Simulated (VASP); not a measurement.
Here is the system:

```xyz
1
Lattice="-2.2900 2.2900 2.2900 2.2900 -2.2900 2.2900 2.2900 2.2900 -2.2900" Properties=species:S:1:pos:R:3 pbc="T T T"
Eu     0.0000     0.0000     0.0000
```

Calculation: SCAN meta-GGA, VASP's PBE PAW potentials (set 64) (plane waves; VASP). Settings: 520 eV cut-off, 10×10×10 Γ-centred mesh, first-order Methfessel-Paxton smearing of 0.10 eV, potentials Eu_2.

The 4f electrons are frozen in the core of the lanthanide potential, so 4f levels, which can set the real gap, and their magnetism are missing. Energy and stress use the plane-wave basis of the starting cell.

Q: The ions, cell shape and volume are relaxed. Which structure does the run end with?

A: 
```xyz
1
Lattice="-2.1924 2.1924 2.1924 2.1924 -2.1924 2.1924 2.1924 2.1924 -2.1924" Properties=species:S:1:pos:R:3 pbc="T T T"
Eu     0.0000     0.0000     0.0000
```
Space group Im-3m (229), at a tolerance of 0.03 Å.

Q: How do energy and volume change from the first to the last step?

A: The energy (σ→0) changes by -35.6 meV/atom and the volume by -12.3 %, in 5 ionic steps.

The compound is Eu in the bcc structure. This run relaxes it. Symmetry was kept, so distortions that lower it aren't found.
